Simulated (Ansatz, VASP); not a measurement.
SrAs2H2: VASP beside Ansatz

```xyz
5
Lattice="2.5218 4.3678 0.0000 -2.5218 4.3678 0.0000 0.0000 0.0000 4.0641" Properties=species:S:1:pos:R:3 pbc="T T T"
As    0.0000    2.9119    2.2253
As    0.0000    5.8237    1.8388
H     0.0000    2.9119    0.6547
H     0.0000    5.8237    3.4094
Sr    0.0000    0.0000    0.0000
```

Alike in both runs: functional PBE; k mesh 7 × 7 × 5; occupations fermi-dirac, width 0.05 eV; no spin polarisation.

Ansatz relaxed the structure, and its values are those at the end. VASP's run is a single point on that final structure, the one shown.

|  | VASP | Ansatz |
| --- | --- | --- |
| version | VASP 6.6.1 | Ansatz 0.2.0 |
| potentials or method | VASP PAW PBE potentials, release 64 (As, H, Sr_sv) | PAW plane waves |
| plane-wave cutoff (eV) | 520 | 420 |
| valence electrons in the cell | 22 | 42 |

|  | VASP | Ansatz | Ansatz less VASP |
| --- | --- | --- | --- |
| pressure (GPa) | 0.2 | 0.0 | -0.19 |
| rms of the force components (eV/Å) | 0.035 | 0.000 | -0.0349 |

With one functional, cell and mesh, what is left measures potentials, basis and numerics. The two sets of potentials don't hold the same shells in valence. Ansatz warned: «structure_snapped_to_symmetry».
